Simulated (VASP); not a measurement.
Output of a VASP run:

File OUTCAR:
```
 ion  position               nearest neighbor table
   1  0.000  0.000  0.000-
  LATTYP: Found a face centered cubic cell.
 ALAT       =     4.0020171284
 Subroutine PRICEL returns:
 Original cell was already a primitive cell.
 Subroutine GETGRP returns: Found 48 space group operations
The static configuration has the point symmetry O_h .
The dynamic configuration has the point symmetry O_h .
 Subroutine INISYM returns: Found 48 space group operations
 Subroutine IBZKPT returns following result:
 Found    165 irreducible k-points:

 Following reciprocal coordinates:
            Coordinates               Weight
  0.000000  0.000000  0.000000      1.000000
  0.058824  0.000000  0.000000      8.000000
  0.117647  0.000000  0.000000      8.000000
  0.176471  0.000000  0.000000      8.000000
  0.235294  0.000000  0.000000      8.000000
  0.294118  0.000000  0.000000      8.000000
  0.352941  0.000000  0.000000      8.000000
  0.411765  0.000000  0.000000      8.000000
  0.470588  0.000000  0.000000      8.000000
  0.058824  0.058824  0.000000      6.000000
  0.117647  0.058824  0.000000     24.000000
  0.176471  0.058824  0.000000     24.000000
  0.235294  0.058824  0.000000     24.000000
  0.294118  0.058824  0.000000     24.000000
  0.352941  0.058824  0.000000     24.000000
  0.411765  0.058824  0.000000     24.000000
  0.470588  0.058824  0.000000     24.000000
 -0.470588  0.058824  0.000000     24.000000
 -0.411765  0.058824  0.000000     24.000000
 -0.352941  0.058824  0.000000     24.000000
 -0.294118  0.058824  0.000000     24.000000
 -0.235294  0.058824  0.000000     24.000000
 -0.176471  0.058824  0.000000     24.000000
 -0.117647  0.058824  0.000000     24.000000
 -0.058824  0.058824  0.000000     12.000000
  0.117647  0.117647  0.000000      6.000000
  0.176471  0.117647  0.000000     24.000000
  0.235294  0.117647  0.000000     24.000000
  0.294118  0.117647  0.000000     24.000000
  0.352941  0.117647  0.000000     24.000000
  0.411765  0.117647  0.000000     24.000000
  0.470588  0.117647  0.000000     24.000000
 -0.470588  0.117647  0.000000     24.000000
 -0.411765  0.117647  0.000000     24.000000
 -0.352941  0.117647  0.000000     24.000000
 -0.294118  0.117647  0.000000     24.000000
 -0.235294  0.117647  0.000000     24.000000
 -0.176471  0.117647  0.000000     24.000000
 -0.117647  0.117647  0.000000     12.000000
  0.176471  0.176471  0.000000      6.000000
   k-points           NKPTS =    165   k-points in BZ     NKDIM =    165   number of bands    NBANDS=      9
   number of dos      NEDOS =    601   number of ions     NIONS =      1
   total plane-waves  NPLWV =  13824
   dimension x,y,z NGX =    24 NGY =   24 NGZ =   24
   dimension x,y,z NGXF=    48 NGYF=   48 NGZF=   48
   ions per type =               1
   PREC   = accura    normal or accurate (medium, high low for compatibility)
   ISTART =      0    job   : 0-new  1-cont  2-samecut
   ICHARG =      2    charge: 1-file 2-atom 10-const
   ISPIN  =      1    spin polarized calculation?
   LNONCOLLINEAR =      F non collinear calculations
   LSORBIT =      F    spin-orbit coupling
   INIWAV =      1    electr: 0-lowe 1-rand  2-diag
   ENCUT  =  520.0 eV  38.22 Ry    6.18 a.u.   5.26  5.26  5.26*2*pi/ulx,y,z
   NELM   =    100;   NELMIN=  2; NELMDL= -5     # of ELM steps
   EDIFF  = 0.1E-06   stopping-criterion for ELM
   LREAL  =      F    real-space projection
   NLSPLINE    = F    spline interpolate recip. space projectors
   LMAXMIX     =    4 max onsite mixed and CHGCAR
   VOSKOWN=      0    Vosko Wilk Nusair interpolation
   EDIFFG = 0.1E-05   stopping-criterion for IOM
   NSW    =      0    number of steps for IOM
   NBLOCK =      1;   KBLOCK =      1    inner block; outer block
   IBRION =     -1    ionic relax: 0-MD 1-quasi-New 2-CG
   NFREE  =      0    steps in history (QN), initial steepest desc. (CG)
...
```

OSZICAR:
```
       N       E                     dE             d eps       ncg     rms          rms(c)
DAV:   1     0.440116094019E+02    0.44012E+02   -0.58028E+03  3058   0.111E+03
DAV:   2    -0.375053829565E+01   -0.47762E+02   -0.45620E+02  3049   0.211E+02
DAV:   3    -0.411394172394E+01   -0.36340E+00   -0.36341E+00  3554   0.228E+01
DAV:   4    -0.411463964227E+01   -0.69792E-03   -0.69810E-03  3327   0.941E-01
DAV:   5    -0.411464395161E+01   -0.43093E-05   -0.43107E-05  3311   0.690E-02    0.648E+00
DAV:   6    -0.380032534489E+01    0.31432E+00   -0.14614E+00  3020   0.131E+01    0.396E+00
DAV:   7    -0.378684358884E+01    0.13482E-01   -0.13037E-02  3218   0.121E+00    0.215E+00
DAV:   8    -0.378172705320E+01    0.51165E-02   -0.92783E-04  3018   0.333E-01    0.744E-02
DAV:   9    -0.378173818681E+01   -0.11134E-04   -0.70193E-06  3475   0.232E-02    0.905E-03
DAV:  10    -0.378173868614E+01   -0.49933E-06   -0.18205E-06  3249   0.136E-02    0.403E-03
DAV:  11    -0.378173861388E+01    0.72259E-07   -0.34443E-08  1857   0.189E-03
   1 F= -.37817386E+01 E0= -.37817386E+01  d E =0.000000E+00
```

File OUTCAR:
```
------------------------ aborting loop because EDIFF is reached ----------------------------------------
  FORCE on cell =-STRESS in cart. coord.  units (eV):
  Direction    XX          YY          ZZ          XY          YZ          ZX
  --------------------------------------------------------------------------------------
  Total       -0.0007589     -0.0007589     -0.0007589     -0.0000000     -0.0000000     -0.0000000
  in kB       -0.0758783     -0.0758783     -0.0758783     -0.0000000     -0.0000000     -0.0000000
  external PRESSURE =      -0.0758783 kB  Pullay stress =       0.0000000 kB
  volume of cell :       16.02
      direct lattice vectors                 reciprocal lattice vectors
     0.000000000  2.001008564  2.001008564    -0.249873993  0.249873993  0.249873993
     2.001008564  0.000000000  2.001008564     0.249873993 -0.249873993  0.249873993
     2.001008564  2.001008564  0.000000000     0.249873993  0.249873993 -0.249873993
 POSITION                                       TOTAL-FORCE (eV/Angst)
 -----------------------------------------------------------------------------------
      0.00000      0.00000      0.00000         0.000000      0.000000      0.000000
 -----------------------------------------------------------------------------------
    total drift:                               -0.000000      0.000000      0.000000
  FREE ENERGIE OF THE ION-ELECTRON SYSTEM (eV)
  ---------------------------------------------------
  free  energy   TOTEN  =        -3.7817386139 eV

  energy  without entropy=       -3.7817386139  energy(sigma->0) =       -3.78173861

 total charge

# of ion       s       p       d       tot
------------------------------------------
    1        0.445   0.347   9.149   9.942
```
(Selected blocks of OUTCAR.)

File POSCAR:
```
Ag
1
    0.0000000000     2.0010085642     2.0010085642
    2.0010085642     0.0000000000     2.0010085642
    2.0010085642     2.0010085642     0.0000000000
Ag
1
Direct
  0.0000000000   0.0000000000   0.0000000000
```

Task: Write an INCAR and KPOINTS that could have produced this output.

Result: One answer among several that fit: the input of the run itself, LDA (Ceperley-Alder, Perdew-Zunger), plane waves, VASP's LDA PAW potentials (set 64).

**KPOINTS**
```
Automatic mesh
0
Gamma
17 17 17
0 0 0
```

**INCAR**
```
# general
SYSTEM   =  Ag
PREC     =  Accurate
ENCUT    =  520
LREAL    =  .FALSE.
LASPH    =  .TRUE.

# electronic loop
EDIFF    =  1E-7
NELM     =  100
ALGO     =  Normal
LMAXMIX  =  4

# smearing
ISMEAR   =  -5

# ions
ISIF     =  2

# output
LWAVE    =  .FALSE.
LCHARG   =  .TRUE.
LORBIT   =  11
NEDOS    =  601
```

POTCAR, in this order: Ag (LDA.64 set). Program: vasp_std.

For a metal the tetrahedron method with Blöchl corrections gives inexact stress and forces.

The compound is Ag in the fcc structure. It was relaxed first, which changed the volume by -6 %.
